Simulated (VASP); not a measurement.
A VASP calculation is set up with these files.

### KPOINTS
```
Automatic mesh
0
Gamma
9 9 5
0 0 0
```

INCAR:
```
SYSTEM = Dy
PREC = Accurate
ENCUT = 400
EDIFF = 1E-6
NELM = 100
ALGO = Normal
LREAL = .FALSE.
LASPH = .TRUE.
ISMEAR = 1
SIGMA = 0.1
GGA = PE
LMAXMIX = 6
LWAVE = .FALSE.
LCHARG = .FALSE.
ISIF = 2
LEPSILON = .TRUE.
```

**POSCAR**
```
Dy
1
    1.8309000000    -3.1712120000     0.0000000000
    1.8309000000     3.1712120000     0.0000000000
    0.0000000000     0.0000000000     5.7630000000
Dy
2
Direct
  0.3333330000   0.6666670000   0.2500000000
  0.6666670000   0.3333330000   0.7500000000
```

POTCAR, in this order: Dy_3 (PBE.64 set). Program: vasp_std.

What VASP printed:

**standard output**
```
...
RMM:   6    -0.491017722428E+01    0.46346E-05   -0.58482E-05  1710   0.119E-02
RMM:   7    -0.491017555093E+01    0.16733E-05   -0.47964E-06  1271   0.295E-03
RMM:   8    -0.491017568136E+01   -0.13043E-06   -0.26950E-06   966   0.109E-03
 change of polarisation eV/A/(eV/A) component  3 :     0.351     0.244     9.820
 dielectric tensor                  component  3 :     0.949     0.659    27.554
 Linear response to external field, progress :
  Direction:   1
       N       E                     dE             d eps       ncg     rms          rms(c)
RMM:   1    -0.616673856773E+01   -0.61667E+01   -0.40715E+01  3271   0.275E+01
RMM:   2    -0.855414573384E+02   -0.79375E+02    0.60608E-01  3240   0.336E+00    0.111E+01
RMM:   3    -0.857240911890E+02   -0.18263E+00   -0.15386E-01  3124   0.308E+00    0.632E+00
RMM:   4    -0.862995742503E+02   -0.57548E+00   -0.16272E-01  3443   0.343E+00    0.448E-01
RMM:   5    -0.863704685848E+02   -0.70894E-01    0.28338E-02  3352   0.118E+00    0.118E-01
RMM:   6    -0.863976407172E+02   -0.27172E-01    0.21739E-02  3753   0.305E-01    0.505E-02
RMM:   7    -0.864143143208E+02   -0.16674E-01   -0.17075E-02  3531   0.104E-01    0.103E-02
RMM:   8    -0.864137405409E+02    0.57378E-03    0.95799E-04  3807   0.370E-02    0.602E-03
RMM:   9    -0.864137436220E+02   -0.30811E-05    0.26761E-03  3592   0.133E-02    0.158E-03
RMM:  10    -0.864141958268E+02   -0.45220E-03   -0.19727E-03  3588   0.529E-03    0.592E-04
RMM:  11    -0.864137918179E+02    0.40401E-03    0.22132E-03  3384   0.232E-03    0.220E-04
RMM:  12    -0.864140127879E+02   -0.22097E-03   -0.23149E-05  1823   0.116E-03    0.474E-05
RMM:  13    -0.864138227219E+02    0.19007E-03    0.18259E-03  1626   0.107E-03    0.104E-05
RMM:  14    -0.864139652910E+02   -0.14257E-03    0.37694E-04  1532   0.109E-03    0.511E-06
 change of polarisation eV/A/(eV/A) component  1 :   171.361   -91.745    -0.142
 dielectric tensor                  component  1 :   464.350  -248.072    -0.383
 Linear response to external field, progress :
  Direction:   2
       N       E                     dE             d eps       ncg     rms          rms(c)
RMM:   1    -0.625034747772E+01   -0.62503E+01   -0.41551E+01  3326   0.275E+01
RMM:   2    -0.855352048964E+02   -0.79285E+02    0.73613E-01  3200   0.334E+00    0.988E+00
RMM:   3    -0.857074986119E+02   -0.17229E+00   -0.12037E-01  3137   0.298E+00    0.565E+00
RMM:   4    -0.862069373565E+02   -0.49944E+00   -0.30580E-01  3317   0.314E+00    0.422E-01
RMM:   5    -0.862611524594E+02   -0.54215E-01    0.16485E-02  3307   0.114E+00    0.117E-01
RMM:   6    -0.862871722583E+02   -0.26020E-01   -0.59979E-03  3777   0.329E-01    0.705E-02
RMM:   7    -0.862967831280E+02   -0.96109E-02   -0.25057E-03  3698   0.891E-02    0.250E-02
RMM:   8    -0.863023589930E+02   -0.55759E-02   -0.29139E-04  3535   0.397E-02    0.566E-03
RMM:   9    -0.863027007696E+02   -0.34178E-03    0.53004E-04  3639   0.148E-02    0.242E-03
RMM:  10    -0.863028080846E+02   -0.10732E-03    0.65631E-04  3777   0.646E-03    0.413E-04
RMM:  11    -0.863028081350E+02   -0.50354E-07    0.45479E-04  3320   0.221E-03    0.233E-04
RMM:  12    -0.863028065711E+02    0.15639E-05    0.62424E-04  2005   0.113E-03    0.514E-05
RMM:  13    -0.863028228076E+02   -0.16236E-04    0.41310E-04  1574   0.983E-04    0.217E-05
RMM:  14    -0.863028052245E+02    0.17583E-04    0.58776E-04  1548   0.978E-04    0.596E-06
 change of polarisation eV/A/(eV/A) component  2 :   -91.721   171.289    -0.012
 dielectric tensor                  component  2 :  -248.008   464.154    -0.033
 Linear response to external field, progress :
  Direction:   3
       N       E                     dE             d eps       ncg     rms          rms(c)
RMM:   1    -0.348226484133E+01   -0.34823E+01   -0.21890E+01  1580   0.269E+01
RMM:   2    -0.491331731691E+01   -0.14311E+01   -0.57731E-01  1481   0.305E+00    0.417E+00
RMM:   3    -0.486114141603E+01    0.52176E-01   -0.10389E-01  1427   0.360E+00    0.249E+00
RMM:   4    -0.489283371995E+01   -0.31692E-01   -0.54631E-02  1440   0.302E+00    0.404E-01
RMM:   5    -0.490206606295E+01   -0.92323E-02   -0.86817E-03  1572   0.873E-01    0.419E-02
RMM:   6    -0.490374117077E+01   -0.16751E-02   -0.13958E-03  1657   0.278E-01    0.203E-02
RMM:   7    -0.490561802639E+01   -0.18769E-02   -0.69395E-05  1554   0.660E-02    0.483E-03
RMM:   8    -0.490564235803E+01   -0.24332E-04   -0.16114E-05  1793   0.219E-02    0.172E-03
RMM:   9    -0.490572328614E+01   -0.80928E-04   -0.30176E-06  1604   0.498E-03    0.690E-04
RMM:  10    -0.490571096842E+01    0.12318E-04   -0.15203E-06  1428   0.301E-03    0.105E-04
RMM:  11    -0.490571021028E+01    0.75814E-06   -0.38432E-06   884   0.104E-03    0.573E-05
 change of polarisation eV/A/(eV/A) component  3 :     0.337     0.233     9.687
 dielectric tensor                  component  3 :     0.911     0.630    27.193
 Born effective charges drift removed
```

OUTCAR:
```
------------------------ aborting loop because EDIFF is reached ----------------------------------------

 HEAD OF MICROSCOPIC STATIC DIELECTRIC TENSOR (INDEPENDENT PARTICLE, excluding Hartree and local field effects)
 ------------------------------------------------------
         464.412019     0.000000    -0.000000
          -0.000000   464.412071     0.000000
           0.000000     0.000000    27.553625
 ------------------------------------------------------

 MACROSCOPIC STATIC DIELECTRIC TENSOR (including local field effects in DFT)
 ------------------------------------------------------
         464.252094     0.000000     0.000000
           0.000000   464.252146     0.000000
           0.000000     0.000000    27.193406
 ------------------------------------------------------

 PIEZOELECTRIC TENSOR (including local field effects)  for field in x, y, z        (e  Angst)
          XX          YY          ZZ          XY          YZ          ZX
  --------------------------------------------------------------------------------
  x     0.00000     0.00000     0.00000     0.00000     0.00000     0.00000
  y     0.00000     0.00000     0.00000     0.00000     0.00000     0.00000
  z     0.00000     0.00000     0.00000     0.00000     0.00000     0.00000

 PIEZOELECTRIC TENSOR (including local field effects)  for field in x, y, z        (C/m^2)
          XX          YY          ZZ          XY          YZ          ZX
  --------------------------------------------------------------------------------
  x     0.00000     0.00000     0.00000     0.00000     0.00000     0.00000
  y     0.00000     0.00000     0.00000     0.00000     0.00000     0.00000
  z     0.00000     0.00000     0.00000     0.00000     0.00000     0.00000

 BORN EFFECTIVE CHARGES (including local field effects) (in |e|, cummulative output)
 ---------------------------------------------------------------------------------
 ion    1
    1     0.00000     0.00000     0.00000
    2     0.00000     0.00000     0.00000
    3     0.00000     0.00000     0.00000
 ion    2
    1     0.00000     0.00000     0.00000
    2     0.00000     0.00000     0.00000
    3     0.00000     0.00000     0.00000
```
(Selected blocks of OUTCAR.)

**Question.** Read input and log: which fault does this run have?
A) EDIFF is too loose for the force threshold
B) fractional coordinates stand under the word Cartesian
C) LEPSILON was set for a metal
D) ALGO = VeryFast starts from random orbitals with almost no delay (NELMDL = -1)

**Answer.** C, LEPSILON was set for a metal. The run ends without an error. Against the sound run, the energy per atom (σ→0) hardly moves; the pressure stays essentially unchanged.

To mend it, drop LEPSILON, since a metal has no finite static dielectric tensor or Born charges. The plain static run on this cell (PBE GGA, plane waves, VASP's PBE PAW potentials (set 64)) converges, and its OSZICAR ends with
```
   1 F= -.90474044E+01 E0= -.90478167E+01  d E =0.123706E-02
```

The compound is Dy in the hcp structure. The cell was not relaxed at this level. The 4f electrons are frozen in the core of the lanthanide potential, so 4f levels, which can set the real gap, and their magnetism are missing.
